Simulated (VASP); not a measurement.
VASP ran on this input.

KPOINTS:
```
K-points
0
gamma
4 4 3
```

INCAR:
```
GGA=PE
LSORBIT=T
MAGMOM=0 0 0 0 0 0 0 0 0
GGA_COMPAT=F
LCHARG=F
SIGMA=0.05
SYSTEM=Te
LWAVE=F
EDIFF=1E-6   # SCF stop (eV)
LMAXMIX=4
PREC=Accurate
ISMEAR=0
ENCUT=400
NELM=100
ISIF=2   # forces and stress, cell fixed
LASPH=T   # aspherical one-centre terms
LREAL=F
ALGO=Normal
```

POSCAR:
```
Te
1
    2.2746000000    -3.9397220000     0.0000000000
    2.2746000000     3.9397220000     0.0000000000
    0.0000000000     0.0000000000     6.0486000000
Te
3
Direct
  0.0000000000   0.2630000000   0.6666670000
  0.7370000000   0.7370000000   0.0000000000
  0.2630000000   0.0000000000   0.3333330000
```

POTCAR, in this order: Te (PBE.64 set). Program: vasp_ncl.

### Question
Write an equivalent input for Quantum ESPRESSO's pw.x.

### Answer
One equivalent input (not run):
```
&CONTROL
  calculation = 'scf'
  pseudo_dir = './pseudo'
  outdir = './out'
  tprnfor = .true.
  tstress = .true.
/
&SYSTEM
  ibrav = 0
  nat = 3
  ntyp = 1
  ecutwfc = 80
  occupations = 'smearing'
  smearing = 'gaussian'
  degauss = 0.003675
  input_dft = 'pbe'
  noncolin = .true.
  lspinorb = .true.
/
&ELECTRONS
  conv_thr = 7.3e-08
  electron_maxstep = 100
/
ATOMIC_SPECIES
  Te 127.600 Te.upf
CELL_PARAMETERS angstrom
     2.2746000   -3.9397220    0.0000000
     2.2746000    3.9397220    0.0000000
     0.0000000    0.0000000    6.0486000
ATOMIC_POSITIONS crystal
  Te   0.0000000  0.2630000  0.6666670
  Te   0.7370000  0.7370000  0.0000000
  Te   0.2630000  0.0000000  0.3333330
K_POINTS automatic
  4 4 3 0 0 0
```
Limits of the translation: the potentials are each code's own (VASP's PAW set, PseudoDojo norm-conserving files, fully relativistic, in pw.x), so ENCUT and ecutwfc are chosen apart and not converted; conv_thr bounds pw.x's estimated SCF error, while EDIFF bounds the energy change between steps.

The compound is Te in the trig structure. The cell was not relaxed at this level.
